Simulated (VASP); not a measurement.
Given:

```yaml
crystal:
  lattice:
    - [1.14361, -1.98079, 0.00000]
    - [1.14361, 1.98079, 0.00000]
    - [0.00000, 0.00000, 3.58556]
  atoms:
    - { symbol: Be, position: [0.33333, 0.66667, 0.25000] }
    - { symbol: Be, position: [0.66667, 0.33333, 0.75000] }
```

Method: RPBE GGA, VASP's PBE PAW potentials (set 64) (plane waves; VASP 6.6.1). Settings: 520 eV cut-off, 20×20×11 Γ-centred mesh, tetrahedra with Blöchl corrections, potentials Be.

Question: Predict the energy per atom (σ→0), band gap (on the k-mesh) with the smallest direct gap where there is one.

Answer: 
```json
{
 "band gap (on the k-mesh)": "none (metal, semimetal or under 0.01 eV)",
 "energy per atom (σ→0)": "-3.514 eV/atom"
}
```

Total energies compare only between runs with the same potentials, cut-off and functional.

The compound is Be in the hcp structure. It was relaxed first.
